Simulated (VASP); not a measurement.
Here is the system:

```yaml
crystal:
  lattice:
    - [1.47500, -2.55477, 0.00000]
    - [1.47500, 2.55477, 0.00000]
    - [0.00000, 0.00000, 4.68000]
  atoms:
    - { symbol: Ti, position: [0.33333, 0.66667, 0.25000] }
    - { symbol: Ti, position: [0.66667, 0.33333, 0.75000] }
```

These are PBE GGA, VASP's PBE PAW potentials (set 64) (plane waves; VASP) values and carry that method's errors. Run with 400 eV cut-off, 11×11×6 Γ-centred mesh, first-order Methfessel-Paxton smearing of 0.10 eV, potentials Ti_sv.

Estimate the energy per atom (σ→0), pressure, band gap (on the k-mesh) with the smallest direct gap where there is one.

* **band gap (on the k-mesh)**: none (metal, semimetal or under 0.01 eV)
* **energy per atom (σ→0)**: -7.825 eV/atom
* **pressure**: -2.46 GPa

The absolute energy has meaning only against runs of the same code, potentials and settings.

The compound is Ti in the hcp structure. The cell was not relaxed at this level.
